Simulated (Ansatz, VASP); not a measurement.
## Cross-check of LiRe (LiRe in the Bh ordering) between VASP and Ansatz

Aim: how closely do two programs agree when they are given the same cell, functional and k mesh? The cell is generated by rule, not measured, and may not be a known phase. Of the first pair: The two relaxations start from unlike cells of this crystal (the structure described is Ansatz's start), so only their ends are compared.

Method: plane waves, with VASP 6.6.1 beside it; relaxation of cell and atoms at PBEsol, in Ansatz 0.2.0.

### Step 1. The structure

It takes space group P-6m2 (No. 187, hexagonal). The conventional cell has a = 2.941 Å, b = 2.941 Å, c = 4.802 Å, α = 90.00°, β = 90.00°, γ = 120.00°. Li has 6 Li at 2.94 Å and 6 Re at 2.94 Å nearest. Nearest to Re lie 6 Re at 2.94 Å and 6 Li at 2.94 Å. Farther neighbours are not listed.

### Step 2. Ansatz: relaxation of cell and atoms, PBEsol, pair 1

Ansatz runs on its default PAW (the set named soft_2) files.

The relaxed volume is the usual yardstick between codes: in a stiff, nearly cubic crystal its relative difference is about their pressure difference at one cell divided by the bulk modulus.

File input.yaml:

```yaml
crystal:
  lattice:
    - [2.94051, 0.0, 0.0]
    - [-1.47025, 2.54656, 0.0]
    - [0.0, 0.0, 4.80185]
  atoms:
    - { symbol: Li, position: [0.33333333, 0.66666667, 0.25] }
    - { symbol: Re, position: [0.66666667, 0.33333333, 0.75] }
kpoints:
  mp_grid: { grid: [9, 9, 4] }
hamiltonian:
  xc: pbesol
scf:
  occupations: { method: gaussian, width: 0.1 }
output:
  forces: true
  stress: true
  eigenvalues: true
relax:
  adjacent_minimum: "off"
  f_tol: 0.05
  max_steps: 80
  cell: { stress_tol: 0.5 }
```

Command:

```bash
$ ansatz run input.yaml --threads 4 --pin off --max-ram 8192MiB --backend cpu --events-out ev --progress --plain --runs-dir out
```

Numbers of over 12 decimals in the logs are rounded to 6 here.

What it wrote:

```text
The last accepted step is kept in <dir> (removed where the run ends without a failure and the disk answers)
Engine: ansatz 0.2.0, aarch64-unknown-linux-gnu
Pseudopotentials: kind: paw
Pseudopotential: Li, paw, valence charge 3, recommended cutoff 420 eV (normal), Li.paw.azcp
Pseudopotential: Re, paw, valence charge 15, recommended cutoff 420 eV (normal), Re.paw.azcp
Functional definition: PBEsol
  exchange = pbesol_x
  correlation = pbesol_c
Crystal: 2 atoms, lattice volume = 35.957 Å³
Basis set: ecut = 420 eV, 701 PW (Γ), exchange–correlation on 40×40×72 points (8 copies of the dense FFT grid, shifted against one another)
Bands: 13, of which v1, the nominal top of the filled ones, is band 9 counted from 1 (8 counted from 0)
Symmetry: 12 space group operations
Space group: P-6m2 (ITA 187), of the structure as read, at distance tolerance 3.3e-5 Å
k-points: 36 of 324 (time reversal used)
Non-local potential: Li, projectors of the file, l = 0: 3, l = 1: 2, l = 2: 1
Non-local potential: Re, projectors of the file, l = 0: 3, l = 1: 2, l = 2: 2, l = 3: 1
PAW form: soft (Blöchl's): semilocal exchange-correlation on the pseudo side does not see the compensation charge
PAW frozen core: Re, regenerated for the run's functional, and the local potential with it (the file was generated under x = pbe(κ = 0.804, μ = 0.219515), c = pbe(β = 0.066725))
PAW one-centre angular grid: Li, 110 points (default); XC on 64 Gauss nodes
PAW one-centre angular grid: Re, 590 points (default); XC on 64 Gauss nodes
Initial density: superposition of atomic densities (neutral atoms: chi_scale 0, normalization atom), corrected by the library's trained network
Initial wavefunctions: pseudopotential atomic-orbital guess
Functional: x = pbesol(κ = 0.804, μ = 0.123457), c = pbesol(β = 0.046)
SCF iter   1: F=—  HF=-10938.471293 eV  |F-HF|=—  |Δ(HF+E_count)|=         —  Δρ=5.58e-3  dr2=7.96e-3  ethr=1.77e-3  ⟨swp⟩=4.4  Hψ=2256  notcnv=0
preconditioner: auto → none  [metal: Δε(μ)=0.058 eV  Ē_g=5.464 eV  σ=0.100 eV  W_gap=0.31  n_scr=2 (ndim 8)  ℏωp=17.5 eV  f_vac=0.000  D(μ)=0.91/eV (n_scr^D=2)  sad-step TF]
SCF iter   2: F=—  HF=-10938.469741 eV  |F-HF|=—  |Δ(HF+E_count)|=   1.55e-3  Δρ=3.23e-3  dr2=2.87e-3  ethr=4.42e-5  ⟨swp⟩=1.5  Hψ=806  notcnv=0
SCF iter   3: F=—  HF=-10938.468858 eV  |F-HF|=—  |Δ(HF+E_count)|=   8.83e-4  Δρ=2.62e-4  dr2=1.55e-5  ethr=1.59e-5  ⟨swp⟩=2.5  Hψ=713  notcnv=0
SCF iter   4: F=—  HF=-10938.468855 eV  |F-HF|=—  |Δ(HF+E_count)|=   3.32e-6  Δρ=4.72e-5  dr2=1.13e-6  ethr=8.62e-8  ⟨swp⟩=2.6  Hψ=798  notcnv=0
iter 5 did not close the SCF: its close was put off for the readings that it lacked (scf_convergence_deferred on its scf_iter line)
SCF iter   5: F=-10938.468855 eV  HF=-10938.468855 eV  |F-HF|=5.05e-9  |Δ(HF+E_count)|=   3.05e-7  Δρ=8.86e-6  dr2=1.75e-8  ethr=6.30e-9  ⟨swp⟩=2.3  Hψ=636  notcnv=0
SCF iter   6: F=-10938.468855 eV  HF=-10938.468855 eV  |F-HF|=3.46e-11  |Δ(HF+E_count)|=   7.18e-9  Δρ=1.15e-6  dr2=1.97e-10  ethr=9.70e-11  ⟨swp⟩=2.2  Hψ=1467  notcnv=0
SCF 1 converged in 6 iterations: F = -10938.468855 eV  dr2 = 1.97e-10
  greatest PAW one-centre occupation: 1.000 electrons in one spin orbital (limit 2), on the Li atom at site 0 (counted from 0), in its partial waves of l = 0
relax step   1: F+E_penalty+E_count = -10938.46885476 eV  Δ(F+E_penalty+E_count) = +0.000e0 eV  max|allowed force component| = 5.349e-18 eV/Å  Δτ_max = 0.0000 Å  P = -26.265 GPa  Ω = 35.957 Å³  (6 SCF iters, dr2 threshold 1.00e-7 eV, accepted)
[...]
relax step   3: F+E_penalty+E_count = -10939.53743195 eV  Δ(F+E_penalty+E_count) = -3.584e-1 eV  max|allowed force component| = 9.830e-18 eV/Å  Δτ_max = 0.0000 Å  P = -3.786 GPa  Ω = 29.015 Å³  energy of the carried Pulay correction = +2.556e-3 eV  (6 SCF iters, dr2 threshold 2.00e-7 eV, accepted)
[...]
relax step   4: F+E_penalty+E_count = -10939.54493014 eV  Δ(F+E_penalty+E_count) = -7.498e-3 eV  max|allowed force component| = 6.650e-18 eV/Å  Δτ_max = 0.0000 Å  P = +1.466 GPa  Ω = 28.107 Å³  energy of the carried Pulay correction = +2.932e-3 eV  (6 SCF iters, dr2 threshold 2.00e-7 eV, accepted)
[...]
relax step   5: F+E_penalty+E_count = -10939.54592697 eV  Δ(F+E_penalty+E_count) = -9.968e-4 eV  max|allowed force component| = 1.214e-17 eV/Å  Δτ_max = 0.0000 Å  P = -0.052 GPa  Ω = 28.376 Å³  energy of the carried Pulay correction = +2.819e-3 eV  (6 SCF iters, dr2 threshold 2.00e-7 eV, accepted)
[...]
relax step   6: F+E_penalty+E_count = -10939.54363600 eV  Δ(F+E_penalty+E_count) = +2.291e-3 eV  max|allowed force component| = 1.503e-17 eV/Å  Δτ_max = 0.0000 Å  P = -0.078 GPa  Ω = 28.376 Å³  stress off target by 1.07e-1 GPa  SCF on the basis re-selected at this cell (its energy is not comparable with the rows above)  (6 SCF iters)
basis re-selected at this cell: Δ(F+E_penalty+E_count) = +2.291e-3 eV, ΔP = -0.026 GPa vs the last step (what re-selecting the basis moved, of the pressure what is left beyond the Pulay correction that the steps carried, after the strain that the cell walked since its last selection, with what the two solves' SCF thresholds leave and, on support functions, any second-order correction that the steps lacked; it is no measure of the basis error at this ecutwfc). The dense FFT grid was sized anew with the basis: this SCF ran on 18×18×32 points, the steps before it on 20×20×36, so part of this shift can come from that change (see relax.cell in the input reference). [rest of the remark cut]
SCF converged after 6 iterations
Free energy (F): -10939.543636 eV
Harris-Foulkes:  -10939.543636 eV  (|F-HF|=0.00e0)
Internal energy: -10939.534221 eV  (E = F + TS)
E sigma→0 (E₀):  -10939.538929 eV
Entropy (-TS):   -0.009415 eV (-4.707 meV/atom)
Fermi energy:    13.208993 eV
--- Per-component energies (eV) ---
  E_band       = -282.760467
  E_kinetic    = 562.108494
  E_local      = -1577.532810  (includes V_loc(G=0)·N_el)
  E_nonlocal   = 19.431351
  E_hartree    = 593.840680
  E_xc         = -410.878307
  E_vxc        = -316.560144  (∫ρ·V_xc dr)
  E_paw        = -8550.966716  (= ΣΔE_a)
  E_vpaw       = -157.888701  (= ΣTr[D̂ρ^β])
  E_aug_tail   = -0.000053  (compensation charges beyond the density's cutoff)
  E_ewald      = -1575.770122
  E_core_change = 0.233262  (= ΣΔE_core)
  E_smearing   = -0.009415  (= −TS)
  E_closure    = 0.000000  (closes the sum)
  Σ components = -10939.543636   (vs F -10939.543636, Δ=0.00e0)
--- Forces (eV/Å), atoms counted from 1 ---
  atom   1  Li     0.00000000     0.00000000     0.00000000
  atom   2  Re    -0.00000000    -0.00000000     0.00000000
  max |Σ_I F_I| component: 4.05e-18 eV/Å
--- Stress (GPa, compression-positive) ---
       -0.063282       0.000000       0.000000
        0.000000      -0.063282       0.000000
        0.000000       0.000000      -0.107062
  P = ⅓ Tr σ = -0.0779 GPa (-0.779 kbar)
--- Band table (eV; the first three rows and the last of 36) ---
  k-point 0: bands = [... 5 lower, 5.2480, 9.3127, 12.1029, 12.1029, 12.6149, 15.8902, 15.8902, 19.7048]
  k-point 1: bands = [... 5 lower, 5.3115, 9.5776, 11.7789, 12.1056, 12.1056, 15.8750, 15.8750, 20.9575]
  k-point 2: bands = [... 5 lower, 5.3762, 10.3518, 10.5270, 12.1084, 12.1084, 15.8600, 15.8600, 22.5543]
  k-point 35: bands = [... 5 lower, 10.6568, 10.9793, 11.2141, 11.3898, 13.6467, 16.6260, 19.3119, 21.3659]
--- Relaxed structure (5 steps of the walk, 5 accepted, 1 SCFs on fresh bases) ---
  F+E_penalty+E_count = -10939.54363600 eV   max|allowed force component| = 1.503e-17 eV/Å   (the final SCF, on the basis selected at the relaxed cell)
  cell:  # Å, volume = 28.3759 Å³
    - [2.632073, -2.5839509988806852e-6, 0.0]
    - [-1.316034, 2.279443, 0.0]
    - [0.0, 0.0, 4.729592]
  atoms:
    - { symbol: Li, position: [0.333333, 0.666667, 0.250000] }
    - { symbol: Re, position: [0.666667, 0.333333, 0.750000] }
```

In the SCF lines HF is the Harris–Foulkes energy and dr2 the Hartree energy of the density residual, in eV; the loop may stop once dr2 is under the threshold and the program's other checks hold. Hψ counts applications of the Hamiltonian.

### Step 3. VASP: relaxation of cell and atoms, PBEsol, pair 1

Its own start cell and the same functional, mesh and smearing now go to VASP, with its own data sets.

Lines of VASP's logs that name or quote its potential files are left out, and so is its time.

File INCAR:

```
SYSTEM = LiRe
PREC = Accurate
ENCUT = 750
EDIFF = 1E-07
NELM = 120
ISMEAR = 0
SIGMA = 0.1
LREAL = .FALSE.
ALGO = Normal
GGA = PS
NBANDS = 11
LASPH = .TRUE.
LORBIT = 11
LWAVE = .FALSE.
LCHARG = .FALSE.
ISIF = 3
IBRION = 2
NSW = 80
EDIFFG = -0.005
GGA_COMPAT = .FALSE.
NELMIN = 4
```

File POSCAR:

```
LiRe
1.0
    2.6301219395     -0.0000026099      0.0000000000
   -1.3150591173      2.2777539977      0.0000000000
    0.0000000000      0.0000000000      4.7258291547
Li Re
1 1
Direct
    0.3333334292      0.6666664049      0.2499998959
    0.6666667625      0.3333330716      0.7499998959
```

File KPOINTS:

```
Automatic mesh
0
Gamma
9 9 4
0 0 0
```

PAW data sets: Li_sv and Re (PBE family, release 64).

Command:

```bash
$ mpirun -np 1 vasp_std
```

What it wrote:

```text
[banner, memory and clock lines left out]
running    1 mpi-ranks, on    1 nodes
 distrk:  each k-point on    1 cores,    1 groups
 distr:  one band on    1 cores,    1 groups

 POSCAR found type information on POSCAR LiRe
 POSCAR found :  2 types and       2 ions
|                                                                             |
|               ----> ADVICE to this user running VASP <----                  |
|                                                                             |
|     You enforced a specific xc type in the INCAR file but a different       |
|     [... a line on the potential file left out ...]
|     I HOPE YOU KNOW WHAT YOU ARE DOING!                                     |
|                                                                             |

 LDA part: xc-table for (Slater+PW92), standard interpolation
 POSCAR, INCAR and KPOINTS ok, starting setup
 FFT: planning ... GRIDC
 FFT: planning ... GRID_SOFT
 FFT: planning ... GRID
 WAVECAR not read
 entering main loop
       N       E                     dE             d eps       ncg     rms          rms(c)
DAV:   1     0.285214923602E+02    0.28521E+02   -0.57810E+03  1290   0.133E+03
DAV:   2    -0.127176708433E+02   -0.41239E+02   -0.38765E+02  1283   0.315E+02
DAV:   3    -0.155282189290E+02   -0.28105E+01   -0.27833E+01  1431   0.493E+01
DAV:   4    -0.157685686887E+02   -0.24035E+00   -0.23923E+00  1096   0.102E+01
DAV:   5    -0.157871724340E+02   -0.18604E-01   -0.18595E-01  1376   0.281E+00    0.283E+01
DAV:   6    -0.147996624100E+02    0.98751E+00   -0.30774E+00  1312   0.318E+01    0.849E+00
DAV:   7    -0.146782901376E+02    0.12137E+00   -0.15766E-01  1312   0.709E+00    0.211E+00
DAV:   8    -0.146558396417E+02    0.22450E-01   -0.21240E-02  1296   0.135E+00    0.178E-01
DAV:   9    -0.146553918206E+02    0.44782E-03   -0.17548E-03  1180   0.395E-01    0.480E-02
DAV:  10    -0.146553948572E+02   -0.30366E-05   -0.10835E-04  1146   0.144E-01    0.270E-02
DAV:  11    -0.146554032390E+02   -0.83818E-05   -0.89458E-06  1056   0.533E-02    0.509E-03
DAV:  12    -0.146554033315E+02   -0.92538E-07   -0.96449E-07  1216   0.852E-03
   1 F= -.14655403E+02 E0= -.14650702E+02  d E =-.146554E+02
 curvature:   0.00 expect dE= 0.000E+00 dE for cont linesearch  0.000E+00
 trial: gam= 0.00000 g(F)=  0.271E-41 g(S)=  0.977E-05 ort = 0.000E+00 (trialstep = 0.100E+01)
 search vector abs. value=  0.977E-05
 bond charge predicted
       N       E                     dE             d eps       ncg     rms          rms(c)
DAV:   1    -0.146554124049E+02   -0.91659E-05   -0.12335E-03  1017   0.160E+00    0.974E-02
DAV:   2    -0.146554018254E+02    0.10579E-04   -0.55476E-05  1064   0.141E-01    0.275E-02
DAV:   3    -0.146554011326E+02    0.69282E-06   -0.44481E-06  1266   0.454E-02    0.542E-03
DAV:   4    -0.146554011218E+02    0.10781E-07   -0.56084E-07  1285   0.684E-03
   2 F= -.14655401E+02 E0= -.14650682E+02  d E =0.220975E-05
 trial-energy change:    0.000002  1 .order    0.000002   -0.000010    0.000013
 step:   0.3958(harm=  0.4235)  dis= 0.00000  next Energy=   -14.655405 (dE=-0.191E-05)
 bond charge predicted
       N       E                     dE             d eps       ncg     rms          rms(c)
DAV:   1    -0.146554098540E+02   -0.87214E-05   -0.44952E-04   998   0.959E-01    0.601E-02
DAV:   2    -0.146554065155E+02    0.33385E-05   -0.20274E-05  1088   0.832E-02    0.177E-02
DAV:   3    -0.146554053533E+02    0.11622E-05   -0.16754E-06  1225   0.272E-02    0.325E-03
DAV:   4    -0.146554051829E+02    0.17040E-06   -0.13129E-07   678   0.373E-03    0.115E-03
DAV:   5    -0.146554051988E+02   -0.15898E-07   -0.48135E-08   628   0.299E-03
   3 F= -.14655405E+02 E0= -.14650697E+02  d E =-.186723E-05
 curvature:  -0.21 expect dE=-0.926E-07 dE for cont linesearch -0.679E-07
 trial: gam=-0.13657 g(F)=  0.282E-41 g(S)=  0.438E-06 ort = 0.177E-05 (trialstep = 0.879E+00)
 search vector abs. value=  0.137E-06
 reached required accuracy - stopping structural energy minimisation
```

Parts of OUTCAR (step 3):

```text
ion  position               nearest neighbor table
   1  0.333  0.667  0.250-   2 2.81   2 2.81   2 2.81   2 2.81   2 2.81   2 2.81
   2  0.667  0.333  0.750-   1 2.81   1 2.81   1 2.81   1 2.81   1 2.81   1 2.81

  LATTYP: Found a hexagonal cell.
 ALAT       =     2.6301219395
 C/A-ratio  =     1.7968099059

 Subroutine GETGRP returns: Found 12 space group operations
 (whereof  6 operations were pure point group operations)

The static configuration has the point symmetry C_3v.
 The point group associated with its full space group is D_3h.

 Found     36 irreducible k-points:

   k-points           NKPTS =     36   k-points in BZ     NKDIM =     36   number of bands    NBANDS=     11

   dimension x,y,z NGX =    24 NGY =   24 NGZ =   42
   dimension x,y,z NGXF=    48 NGYF=   48 NGZF=   84

   ENCUT  =  750.0 eV  55.12 Ry    7.42 a.u.   5.87  5.87 10.55*2*pi/ulx,y,z

   NELECT =      10.0000    total number of electrons

 k-points in reciprocal lattice and weights: Automatic mesh
   0.00000000  0.00000000  0.00000000       0.003
   0.11111111 -0.00000000  0.00000000       0.019
   0.22222222  0.00000000  0.00000000       0.019
   0.33333333  0.00000000  0.00000000       0.019
   0.44444444  0.00000000  0.00000000       0.019
   0.11111111  0.11111111  0.00000000       0.019
   0.22222222  0.11111111  0.00000000       0.037
   0.33333333  0.11111111  0.00000000       0.037
   0.44444444  0.11111111  0.00000000       0.019
[...]
0.33333333  0.22222222  0.50000000       0.037
   0.33333333  0.33333333  0.50000000       0.006

 average (electrostatic) potential at core
       1 -59.2541       2 -42.1469

 E-fermi :   4.5954

 k-point     1 :       0.0000    0.0000    0.0000
  band No.  band energies     occupation
    ...
      2      -3.3930      2.00000
      3       0.6883      2.00000
      4       3.4858      2.00000
      5       3.4858      2.00000
      6       4.0120      2.00000
      7       7.2667      0.00000
      8       7.2667      0.00000
      9      11.1040      0.00000
     10      20.6832      0.00000
     11      21.5235      0.00000

 k-point     2 :       0.1111   -0.0000    0.0000
  band No.  band energies     occupation
    ...
      2      -2.8021      2.00000
      3       0.9510      2.00000
      4       3.0313      2.00000
      5       3.4383      2.00000
      6       4.0251      2.00000
      7       7.0909      0.00000
      8       7.7619      0.00000
      9      11.1179      0.00000
     10      20.7502      0.00000
     11      21.8610      0.00000

 k-point     3 :       0.2222    0.0000    0.0000
  band No.  band energies     occupation
      1     -39.9480      2.00000
      2      -1.4436      2.00000
      3       1.3948      2.00000
      4       2.3245      2.00000
      5       2.7425      2.00000
      6       5.5522      0.00000
      7       6.6705      0.00000
      8       8.8331      0.00000
      9      11.1105      0.00000
     10      17.2179      0.00000
    ...

  Total       -0.0020712     -0.0020712     -0.0030971      0.0000000     -0.0000000      0.0000000
  in kB       -0.1172469     -0.1172469     -0.1753213      0.0000000     -0.0000000      0.0000000
  external PRESSURE =      -0.1366050 kB  Pullay stress =       0.0000000 kB

  energy-cutoff  :      750.00
  volume of cell :       28.30
      direct lattice vectors                 reciprocal lattice vectors
     2.629777718 -0.000002609  0.000000000     0.380260493  0.219543036  0.000000000
    -1.314887007  2.277455893  0.000000000     0.000000436  0.439086691  0.000000000
     0.000000000 -0.000000000  4.725586206     0.000000000  0.000000000  0.211613958

 POSITION                                       TOTAL-FORCE (eV/Angst)
 -----------------------------------------------------------------------------------
      0.00000      1.51830      1.18140        -0.000000      0.000000      0.000000
      1.31489      0.75915      3.54419         0.000000     -0.000000     -0.000000
 -----------------------------------------------------------------------------------
    total drift:                               -0.000263      0.000273      0.000009

  FREE ENERGIE OF THE ION-ELECTRON SYSTEM (eV)
  ---------------------------------------------------
  free  energy   TOTEN  =       -14.6554051988 eV

  energy  without entropy=      -14.6459891919  energy(sigma->0) =      -14.65069720

 reached required accuracy - stopping structural energy minimisation

 total charge
# of ion       s       p       d       tot
------------------------------------------
    1        2.039   0.091   0.000   2.130
    2        0.685   0.569   4.817   6.071
--------------------------------------------------
tot          2.724   0.660   4.817   8.201

[... 3 further parts left out ...]
```

CONTCAR:

```
LiRe
   1.00000000000000
     2.6297777184325697   -0.0000026094967990    0.0000000000000000
    -1.3148870069553569    2.2774558932002997    0.0000000000000000
     0.0000000000000000   -0.0000000000000000    4.7255862061897416
  Li              Re
     1     1
Direct
     0.3333334292000032    0.6666664048999991    0.2499998958999967
     0.6666667625000002    0.3333330716000020    0.7499998958999967
```

### Step 4. Comparison

Known differences besides the potentials themselves: the data sets hold 18 valence electrons in Ansatz (on its default PAW (the set named soft_2) files) and 10 in VASP; the cutoff is 420 eV in Ansatz and 750 eV in VASP; Ansatz makes its cores anew for this functional, VASP keeps those of its PBE data sets; Ansatz adds a Pulay correction to the stress that steers its cell, VASP none. Total energies have different zeros and are not compared.

Both answers:

```
                                         quantity  Ansatz   VASP  difference
                                      volume (Å³)   28.38  28.30     +0.26 %
edge a after relaxation, in the typed setting (Å)   2.632  2.630     +0.09 %
edge c after relaxation, in the typed setting (Å)   4.730  4.726     +0.08 %
```

(Part 1 of 2 ends here.)

[Lines on the potential files, build, host, timing and source positions are cut from VASP's logs without a mark.]

[Logs are printed without paths, hosts, clocks, repeated set-up lines and the standing remarks that a program may print on its own settings, such as how far it seeks lower states.]

[Hosts, paths, dates, database ids (printed as entryN), source tags and the programs' standing remarks are cut or masked in the printed files.]
